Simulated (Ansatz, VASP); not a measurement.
# Co2Cu2C in two plane-wave programs, part 2 of 2

One calculation is typed for both programs; each brings its own data sets and cutoff. How far apart do they land? The cell is invented: As first built, before any earlier steps moved the atoms (in the runner's words): it takes the Mn2Co2C structure with some of its atoms replaced by other elements, volume scaled by an estimate. It may not be a known or stable phase. The cell is taken from a series of VASP runs on this material, whose earlier steps may have relaxed, scaled or displaced it; both programs get it as it stands.

VASP 6.6.1 and Ansatz 0.2.0.

So far. Step 2 (Ansatz: single point, LDA, DFT+U): The run ends at a pressure of 5.37 GPa.

### Step 3. VASP: single point, LDA, DFT+U

Level of this step: LDA, DFT+U (Co d 3 eV, Cu d 2 eV), spin-polarised from a ferrimagnetic start; plane waves and PAW (Cu, Co, C); invented cell (VASP).

The same cell, functional (in two slightly different forms), mesh and smearing now go to VASP, with its own data sets and cutoff.

Lines of VASP's logs that name or quote its potential files are left out, and so is its time.

Input file INCAR:

```
SYSTEM = Co2Cu2C
PREC = Accurate
ENCUT = 480
EDIFF = 1E-06
NELM = 150
ISMEAR = 0
SIGMA = 0.05
LREAL = .FALSE.
ALGO = Normal
GGA = CA
NBANDS = 30
ISPIN = 2
MAGMOM = 0.6 0.6 -2 -2 0
LDAU = .TRUE.
LDAUTYPE = 2
LDAUL = 2 2 -1
LDAUU = 2 3 0
LDAUJ = 0 0 0
LDAUPRINT = 1
LASPH = .TRUE.
LMAXMIX = 4
LORBIT = 11
LWAVE = .FALSE.
LCHARG = .FALSE.
AMIX = 0.2
BMIX = 1E-04
AMIX_MAG = 0.8
BMIX_MAG = 1E-04
```

Input file POSCAR:

```
Co2Cu2C
1.0
    3.5927436800      0.0000000000      0.0000000000
    0.0000000000      3.5927436800      0.0000000000
    0.0000000000      0.0000000000      3.8411341637
Cu Co C
2 2 1
Direct
    0.0000000000      0.0000000000      0.0000000000
    0.5000000000      0.5000000000      0.0000000000
    0.5000000000      0.0000000000      0.5000000000
    0.0000000000      0.5000000000      0.5000000000
    0.5000000000      0.5000000000      0.5000000000
```

Input file KPOINTS:

```
Automatic mesh
0
Gamma
5 5 5
0 0 0
```

Potentials, in the order of the species: Cu, Co and C (LDA family, release 64).

Started as:

```sh
$ mpirun -np 1 vasp_std
```

Numbers of over 12 decimals in the logs are rounded to 6 here.

Log:

```text
[banner, memory and clock lines left out]
running    1 mpi-ranks, on    1 nodes
 distrk:  each k-point on    1 cores,    1 groups
 distr:  one band on    1 cores,    1 groups

 POSCAR found type information on POSCAR CuCoC
 POSCAR found :  3 types and       5 ions
 LDA part: xc-table for (Slater(with rela. corr.)+CA(PZ))
 , standard interpolation
 POSCAR, INCAR and KPOINTS ok, starting setup
 FFT: planning ... GRIDC
 FFT: planning ... GRID_SOFT
 FFT: planning ... GRID
 WAVECAR not read
 entering main loop
       N       E                     dE             d eps       ncg     rms          rms(c)
DAV:   1     0.332486825638E+03    0.33249E+03   -0.18740E+04  2264   0.218E+03
DAV:   2     0.698336876483E+00   -0.33179E+03   -0.31667E+03  2172   0.387E+02
DAV:   3    -0.333616911127E+02   -0.34060E+02   -0.31937E+02  2638   0.157E+02
DAV:   4    -0.348489951797E+02   -0.14873E+01   -0.14698E+01  3026   0.343E+01
DAV:   5    -0.348837720345E+02   -0.34777E-01   -0.34755E-01  2826   0.500E+00    0.301E+01
DAV:   6    -0.280654209756E+02    0.68184E+01   -0.15078E+01  3176   0.848E+01    0.121E+01
DAV:   7    -0.282302191477E+02   -0.16480E+00   -0.38183E+00  3346   0.225E+01    0.830E+00
DAV:   8    -0.281878135271E+02    0.42406E-01   -0.35816E-01  3350   0.167E+01    0.716E+00
DAV:   9    -0.282300063738E+02   -0.42193E-01   -0.33439E-01  3784   0.824E+00    0.453E+00
DAV:  10    -0.282640266561E+02   -0.34020E-01   -0.35220E-01  3998   0.855E+00    0.164E+00
DAV:  11    -0.282828352253E+02   -0.18809E-01   -0.26475E-02  3344   0.331E+00    0.110E+00
DAV:  12    -0.283027452569E+02   -0.19910E-01   -0.17107E-02  3996   0.272E+00    0.406E-01
DAV:  13    -0.283077709849E+02   -0.50257E-02   -0.70996E-03  3566   0.107E+00    0.209E-01
DAV:  14    -0.283094704977E+02   -0.16995E-02   -0.23276E-03  3566   0.570E-01    0.111E-01
DAV:  15    -0.283096413931E+02   -0.17090E-03   -0.44932E-04  3388   0.330E-01    0.557E-02
DAV:  16    -0.283097426019E+02   -0.10121E-03   -0.16444E-04  3512   0.163E-01    0.241E-02
DAV:  17    -0.283097566101E+02   -0.14008E-04   -0.44102E-05  3580   0.119E-01    0.101E-02
DAV:  18    -0.283097585111E+02   -0.19010E-05   -0.65811E-06  2034   0.274E-02    0.579E-03
DAV:  19    -0.283097587132E+02   -0.20210E-06   -0.84967E-07  1238   0.246E-02
   1 F= -.28309759E+02 E0= -.28308865E+02  d E =-.178728E-02  mag=    -2.0004
```

Parts of OUTCAR (step 3):

```text
ion  position               nearest neighbor table
   1  0.000  0.000  0.000-   2 2.54   2 2.54   2 2.54   2 2.54   4 2.63   3 2.63   4 2.63   4 2.63
                             4 2.63   3 2.63   3 2.63   3 2.63
   2  0.500  0.500  0.000-   5 1.92   5 1.92   1 2.54   1 2.54   1 2.54   1 2.54   4 2.63   3 2.63
                             3 2.63   3 2.63   3 2.63   4 2.63   4 2.63   4 2.63
   3  0.500  0.000  0.500-   5 1.80   5 1.80   4 2.54   4 2.54   4 2.54   4 2.54   2 2.63   1 2.63
                             2 2.63   2 2.63   1 2.63   1 2.63   1 2.63   2 2.63
   4  0.000  0.500  0.500-   5 1.80   5 1.80   3 2.54   3 2.54   3 2.54   3 2.54   1 2.63   1 2.63
                             1 2.63   2 2.63   2 2.63   1 2.63   2 2.63   2 2.63
   5  0.500  0.500  0.500-   3 1.80   4 1.80   3 1.80   4 1.80   2 1.92   2 1.92

  LATTYP: Found a simple tetragonal cell.
 ALAT       =     3.5927436800
 C/A-ratio  =     1.0691367116

 Subroutine GETGRP returns: Found 16 space group operations
 (whereof 16 operations were pure point group operations)

The static configuration has the point symmetry D_4h.

 Found     18 irreducible k-points:

   k-points           NKPTS =     18   k-points in BZ     NKDIM =     18   number of bands    NBANDS=     30

   dimension x,y,z NGX =    28 NGY =   28 NGZ =   28
   dimension x,y,z NGXF=    56 NGYF=   56 NGZF=   56

   ENCUT  =  480.0 eV  35.28 Ry    5.94 a.u.   6.42  6.42  6.86*2*pi/ulx,y,z

   NELECT =      44.0000    total number of electrons

 k-points in reciprocal lattice and weights: Automatic mesh
   0.00000000  0.00000000  0.00000000       0.008
   0.20000000  0.00000000  0.00000000       0.032
   0.40000000  0.00000000  0.00000000       0.032
   0.20000000  0.20000000  0.00000000       0.032
   0.40000000  0.20000000  0.00000000       0.064
   0.40000000  0.40000000  0.00000000       0.032
   0.00000000  0.00000000  0.20000000       0.016
   0.20000000  0.00000000  0.20000000       0.064
   0.40000000  0.00000000  0.20000000       0.064
[...]
0.40000000  0.20000000  0.40000000       0.128
   0.40000000  0.40000000  0.40000000       0.064

atom =   1  type =  1  l = 2

 onsite density matrix

spin component  1

  0.9381  0.0000 -0.0000  0.0000 -0.0000
  0.0000  0.9119 -0.0000  0.0000  0.0000
 -0.0000 -0.0000  0.9311 -0.0000  0.0000
  0.0000  0.0000 -0.0000  0.9119 -0.0000
 -0.0000  0.0000  0.0000 -0.0000  0.9340

spin component  2

  0.9312  0.0000 -0.0000  0.0000 -0.0000
  0.0000  0.9371 -0.0000  0.0000 -0.0000
 -0.0000 -0.0000  0.9386 -0.0000  0.0000
  0.0000  0.0000 -0.0000  0.9371  0.0000
 -0.0000 -0.0000  0.0000  0.0000  0.9326

 occupancies and eigenvectors

  o =  0.9119  v =  0.0000 -0.1766  0.0000  0.9843  0.0000  0.0000  0.0000  0.0000  0.0000  0.0000      0.0000  0.0000  0.0000  0.0000  0.0000  0.0000  0.0000  0.0000  0.0000  0.0000
  o =  0.9119  v =  0.0000 -0.9843 -0.0000 -0.1766 -0.0000  0.0000  0.0000  0.0000  0.0000  0.0000      0.0000  0.0000  0.0000  0.0000  0.0000  0.0000  0.0000  0.0000  0.0000  0.0000
  o =  0.9311  v =  0.0000 -0.0000 -1.0000  0.0000 -0.0000  0.0000  0.0000  0.0000  0.0000  0.0000      0.0000  0.0000  0.0000  0.0000  0.0000  0.0000  0.0000  0.0000  0.0000  0.0000
  o =  0.9312  v =  0.0000  0.0000  0.0000  0.0000  0.0000  1.0000  0.0000  0.0000  0.0000  0.0000      0.0000  0.0000  0.0000  0.0000  0.0000  0.0000  0.0000  0.0000  0.0000  0.0000
  o =  0.9326  v =  0.0000  0.0000  0.0000  0.0000  0.0000  0.0000 -0.0000  0.0000 -0.0000  1.0000      0.0000  0.0000  0.0000  0.0000  0.0000  0.0000  0.0000  0.0000  0.0000  0.0000
  o =  0.9340  v =  0.0000  0.0000  0.0000  0.0000 -1.0000  0.0000  0.0000  0.0000  0.0000  0.0000      0.0000  0.0000  0.0000  0.0000  0.0000  0.0000  0.0000  0.0000  0.0000  0.0000
  o =  0.9371  v =  0.0000  0.0000  0.0000  0.0000  0.0000  0.0000  0.9997  0.0000  0.0238  0.0000      0.0000  0.0000  0.0000  0.0000  0.0000  0.0000  0.0000  0.0000  0.0000  0.0000
  o =  0.9371  v =  0.0000  0.0000  0.0000  0.0000  0.0000  0.0000  0.0238 -0.0000 -0.9997 -0.0000      0.0000  0.0000  0.0000  0.0000  0.0000  0.0000  0.0000  0.0000  0.0000  0.0000
  o =  0.9381  v =  1.0000  0.0000  0.0000  0.0000  0.0000  0.0000  0.0000  0.0000  0.0000  0.0000      0.0000  0.0000  0.0000  0.0000  0.0000  0.0000  0.0000  0.0000  0.0000  0.0000
  o =  0.9386  v =  0.0000  0.0000  0.0000  0.0000  0.0000  0.0000  0.0000 -1.0000  0.0000  0.0000      0.0000  0.0000  0.0000  0.0000  0.0000  0.0000  0.0000  0.0000  0.0000  0.0000

atom =   2  type =  1  l = 2

 onsite density matrix

spin component  1

  0.9302  0.0000  0.0000 -0.0000  0.0000
  0.0000  0.9491  0.0000 -0.0000  0.0000
[...]
0.0000 -0.0000  0.0000  0.8813 -0.0000
 -0.0000  0.0000  0.0381 -0.0000  0.8395

 occupancies and eigenvectors

  o =  0.2844  v =  0.0000  1.0000 -0.0000 -0.0000 -0.0000  0.0000  0.0000  0.0000  0.0000  0.0000      0.0000  0.0000  0.0000  0.0000  0.0000  0.0000  0.0000  0.0000  0.0000  0.0000
  o =  0.6290  v =  1.0000  0.0000  0.0000  0.0000  0.0000  0.0000  0.0000  0.0000  0.0000  0.0000      0.0000  0.0000  0.0000  0.0000  0.0000  0.0000  0.0000  0.0000  0.0000  0.0000
  o =  0.6842  v =  0.0000 -0.0000  0.0000 -1.0000  0.0000  0.0000  0.0000  0.0000  0.0000  0.0000      0.0000  0.0000  0.0000  0.0000  0.0000  0.0000  0.0000  0.0000  0.0000  0.0000
  o =  0.7881  v =  0.0000  0.0000  0.6572  0.0000 -0.7537  0.0000  0.0000  0.0000  0.0000  0.0000      0.0000  0.0000  0.0000  0.0000  0.0000  0.0000  0.0000  0.0000  0.0000  0.0000
  o =  0.8048  v =  0.0000  0.0000  0.0000  0.0000  0.0000  1.0000  0.0000  0.0000  0.0000  0.0000      0.0000  0.0000  0.0000  0.0000  0.0000  0.0000  0.0000  0.0000  0.0000  0.0000
  o =  0.8181  v =  0.0000  0.0000  0.0000  0.0000  0.0000  0.0000  0.0000 -0.4899  0.0000  0.8718      0.0000  0.0000  0.0000  0.0000  0.0000  0.0000  0.0000  0.0000  0.0000  0.0000
  o =  0.8792  v =  0.0000 -0.0000  0.7537  0.0000  0.6572  0.0000  0.0000  0.0000  0.0000  0.0000      0.0000  0.0000  0.0000  0.0000  0.0000  0.0000  0.0000  0.0000  0.0000  0.0000
  o =  0.8813  v =  0.0000  0.0000  0.0000  0.0000  0.0000  0.0000  0.0000 -0.0000 -1.0000 -0.0000      0.0000  0.0000  0.0000  0.0000  0.0000  0.0000  0.0000  0.0000  0.0000  0.0000
  o =  0.9073  v =  0.0000  0.0000  0.0000  0.0000  0.0000  0.0000  0.0000  0.8718 -0.0000  0.4899      0.0000  0.0000  0.0000  0.0000  0.0000  0.0000  0.0000  0.0000  0.0000  0.0000
  o =  0.9114  v =  0.0000  0.0000  0.0000  0.0000  0.0000  0.0000 -1.0000  0.0000 -0.0000  0.0000      0.0000  0.0000  0.0000  0.0000  0.0000  0.0000  0.0000  0.0000  0.0000  0.0000

 average (electrostatic) potential at core
       1 -62.2004       2 -63.0951       3 -79.0482       4 -79.0482       5 -50.5560

 E-fermi :   8.8665

 spin component 1
 k-point     1 :       0.0000    0.0000    0.0000
  band No.  band energies     occupation
    ...
     17       7.2411      1.00000
     18       7.7533      1.00000
     19       8.0687      1.00000
     20       8.0687      1.00000
     21       8.2464      1.00000
     22       9.4549      0.00000
     23       9.7737      0.00000
     24       9.7737      0.00000
     25      12.8598      0.00000
     26      14.4218      0.00000
    ...

 k-point     2 :       0.2000    0.0000    0.0000
  band No.  band energies     occupation
    ...
     17       7.2176      1.00000
     18       7.8676      1.00000
     19       8.0659      1.00000
     20       8.1041      1.00000
     21       8.4850      1.00000
     22       9.6196      0.00000
     23       9.7375      0.00000
     24       9.7464      0.00000
     25      13.0696      0.00000
     26      13.6329      0.00000
    ...

 k-point     3 :       0.4000    0.0000    0.0000
  band No.  band energies     occupation
    ...
     17       7.1687      1.00000
     18       7.4337      1.00000
     19       7.7355      1.00000
     20       8.0615      1.00000
     21       8.6217      1.00000
     22       9.6798      0.00000
     23      10.0079      0.00000
     24      10.3467      0.00000
     25      12.7722      0.00000
     26      13.7062      0.00000
    ...

 k-point     4 :       0.2000    0.2000    0.0000
  band No.  band energies     occupation
    ...
     17       7.4200      1.00000
     18       7.6786      1.00000
     19       7.8531      1.00000
     20       8.1403      1.00000
     21       8.5461      1.00000
     22       9.6713      0.00000
     23       9.8169      0.00000
     24       9.9477      0.00000
     25      13.1486      0.00000
     26      13.4046      0.00000
    ...

 k-point     5 :       0.4000    0.2000    0.0000
  band No.  band energies     occupation
    ...
     17       7.1106      1.00000
     18       7.3939      1.00000
     19       7.7790      1.00000
     20       8.1759      1.00000
     21       8.2905      1.00000
     22       9.8205      0.00000
     23      10.0795      0.00000
     24      10.3822      0.00000
     25      12.6154      0.00000
     26      13.5554      0.00000
    ...

 k-point     6 :       0.4000    0.4000    0.0000
  band No.  band energies     occupation
    ...
     17       6.9821      1.00000
     18       7.0212      1.00000
     19       7.7912      1.00000
     20       8.2618      1.00000
     21       8.2839      1.00000
     22       9.9424      0.00000
     23       9.9994      0.00000
     24      10.6793      0.00000
     25      11.1511      0.00000
     26      14.1276      0.00000
    ...

  Total        0.0990503      0.0990503      0.0540109      0.0000000      0.0000000     -0.0000000
  in kB        3.2007695      3.2007695      1.7453402      0.0000000      0.0000000     -0.0000000
  external PRESSURE =       2.7156264 kB  Pullay stress =       0.0000000 kB

  energy-cutoff  :      480.00
  volume of cell :       49.58
      direct lattice vectors                 reciprocal lattice vectors
     3.592743680  0.000000000  0.000000000     0.278338810  0.000000000  0.000000000
     0.000000000  3.592743680  0.000000000     0.000000000  0.278338810  0.000000000
     0.000000000  0.000000000  3.841134164     0.000000000  0.000000000  0.260339774

 POSITION                                       TOTAL-FORCE (eV/Angst)
 -----------------------------------------------------------------------------------
      0.00000      0.00000      0.00000         0.000000      0.000000      0.000000
      1.79637      1.79637      0.00000         0.000000      0.000000      0.000000
      1.79637      0.00000      1.92057         0.000000      0.000000      0.000000
      0.00000      1.79637      1.92057         0.000000      0.000000      0.000000
      1.79637      1.79637      1.92057         0.000000      0.000000      0.000000
 -----------------------------------------------------------------------------------
    total drift:                                0.000000      0.000000      0.000000

  FREE ENERGIE OF THE ION-ELECTRON SYSTEM (eV)
  ---------------------------------------------------
  free  energy   TOTEN  =       -28.3097587132 eV

  energy  without entropy=      -28.3079714334  energy(sigma->0) =      -28.30886507

 total charge
# of ion       s       p       d       tot
------------------------------------------
    1        0.420   0.345   9.283  10.048
    2        0.449   0.527   9.268  10.244
    3        0.479   0.681   7.549   8.710
    4        0.479   0.681   7.549   8.710
    5        0.901   1.600   0.000   2.501
--------------------------------------------------
tot          2.728   3.834  33.649  40.211

 magnetization (x)
# of ion       s       p       d       tot
------------------------------------------
    1        0.028   0.014  -0.050  -0.008
    2       -0.011   0.006   0.031   0.026
    3        0.004   0.006  -1.059  -1.048
    4        0.004   0.006  -1.059  -1.048
    5        0.003   0.033   0.000   0.036
--------------------------------------------------
tot          0.028   0.065  -2.136  -2.043

[... 6 further parts left out ...]
```

The magnetic state follows from one typed start and may not be the lowest. A U on the itinerant d states of such a compound is hard to justify; it moves the bands at the Fermi level and favours large moments.

### Step 4. Side by side

Known differences besides the potentials themselves: U acts on the PAW sphere in VASP and on atomic orbitals in Ansatz, so only states and trends compare; the two LDA forms differ slightly; the data sets hold 76 valence electrons in Ansatz (default PAW (the set named soft_2) files) and 44 in VASP; the cutoff is 420 eV in Ansatz and 480 eV in VASP; VASP's log shows a relativistic correction to its local exchange, Ansatz's none; site moments are counted in spheres of each program's own size. Total energies have different zeros and are not compared.

Both answers:

```tsv
quantity	Ansatz	VASP	difference
pressure (GPa)	5.37	0.27	+5.09
pressure without Ansatz's Pulay correction (GPa)	5.01	0.27	+4.74
total moment (μB)	-2.03	-2.00	-0.03
moment on Co3 (μB)	-0.97	-1.05	+0.08
moment on Co4 (μB)	-0.97	-1.05	+0.08
```

Ansatz's pressure holds a Pulay correction of 0.35 GPa; VASP's holds none.

### Step 5. Outcome

* difference in total moment (single point, LDA, DFT+U): -0.032 μB
* difference in pressure (single point, LDA, DFT+U): 5.1 GPa

In words: The difference in pressure is 5.1 GPa (single point, LDA, DFT+U). How closely two codes agree says nothing of how well the functional describes the real material.

[Lines on the potential files, build, host, timing and source positions are cut from VASP's logs without a mark.]

[Logs are printed without paths, hosts, clocks, repeated set-up lines and the standing remarks that a program may print on its own settings, such as how far it seeks lower states.]

[Hosts, paths, dates, database ids (printed as entryN), source tags and the programs' standing remarks are cut or masked in the printed files.]
